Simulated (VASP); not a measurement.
Given:

```xyz
4
Lattice="4.7442 0.0000 0.0000 -2.3721 4.1086 0.0000 0.0000 0.0000 5.6964" Properties=species:S:1:pos:R:3 pbc="T T T"
Ga     0.0000     2.7391     1.4241
Ga     2.3721     1.3695     4.2723
Sb     2.3721     1.3695     1.4241
Sb     0.0000     2.7391     4.2723
```

These are PBEsol GGA, VASP's PBE PAW potentials (set 64) (plane waves; VASP) values and carry that method's errors. Numerical set-up: 400 eV cut-off, 10×10×7 Γ-centred mesh, tetrahedra with Blöchl corrections, potentials Ga_d Sb.

Without a dispersion term in the relaxation, distances and binding between the weakly bound layers, chains or molecules are unreliable, and so is what depends on them.  Unless said otherwise, spin-orbit coupling is left out, though it shifts the bands of the heavy elements here.

Task: What does the run give for the energy per atom (σ→0), band gap (on the k-mesh) with the smallest direct gap where there is one?

Result: 
| Property | Value |
|---|---|
| band gap (on the k-mesh) | none (metal, semimetal or under 0.01 eV) |
| energy per atom (σ→0) | -3.829 eV/atom |

The absolute energy has meaning only against runs of the same code, potentials and settings.

The structure was generated: GaSb was put into the layered h-BN type type (P6_3/mmc), which need not be its known phase. It was relaxed first, which changed the volume by -41 %.
